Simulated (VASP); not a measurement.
A VASP calculation is set up with these files.

INCAR:
```
ISMEAR=1   # Methfessel-Paxton
LCHARG=.FALSE.
NSW=40   # most ionic steps
ISIF=3
SIGMA=0.1
SYSTEM=Ir
EDIFFG=-0.02   # ionic stop
LASPH=.TRUE.   # aspherical one-centre terms
ENCUT=500
LMAXMIX=6
LREAL=.FALSE.   # projection in real space or not
IBRION=2   # conjugate gradients
NELM=100   # most electronic steps
PSTRESS=450   # kbar
ALGO=Normal   # blocked Davidson
PREC=Accurate
LWAVE=.FALSE.
EDIFF=1E-6
```

POSCAR:
```
Ir
1.0
  0.0000000000   1.8696680683   1.8696680683
  1.8696680683   0.0000000000   1.8696680683
  1.8696680683   1.8696680683   0.0000000000
Ir
1
direct
  0.0000000000   0.0000000000   0.0000000000
```

### KPOINTS
```
Automatic mesh
0
Gamma
17 17 17
0 0 0
```

POTCAR, in this order: Ir (LDA.64 set). Program: vasp_std.

Question: Write an equivalent input for Quantum ESPRESSO's pw.x.

Answer: One equivalent input (not run):
```
&CONTROL
  calculation = 'vc-relax'
  pseudo_dir = './pseudo'
  outdir = './out'
  tprnfor = .true.
  tstress = .true.
  nstep = 40
  forc_conv_thr = 0.00078
/
&SYSTEM
  ibrav = 0
  nat = 1
  ntyp = 1
  ecutwfc = 68
  occupations = 'smearing'
  smearing = 'methfessel-paxton'
  degauss = 0.00735
  input_dft = 'pz'
/
&ELECTRONS
  conv_thr = 7.3e-08
  electron_maxstep = 100
/
&IONS
/
&CELL
  press = 450
/
ATOMIC_SPECIES
  Ir 192.217 Ir.upf
CELL_PARAMETERS angstrom
     0.0000000    1.8696681    1.8696681
     1.8696681    0.0000000    1.8696681
     1.8696681    1.8696681    0.0000000
ATOMIC_POSITIONS crystal
  Ir   0.0000000  0.0000000  0.0000000
K_POINTS automatic
  17 17 17 0 0 0
```
Limits of the translation: the potentials are each code's own (VASP's PAW set, PseudoDojo norm-conserving files in pw.x), so ENCUT and ecutwfc are chosen apart and not converted; conv_thr bounds pw.x's estimated SCF error, while EDIFF bounds the energy change between steps; forc_conv_thr acts on force components and is met together with etot_conv_thr.

The compound is Ir in the fcc structure. This run relaxes it under an external pressure of 45 GPa. Symmetry was kept, so distortions that lower it aren't found.
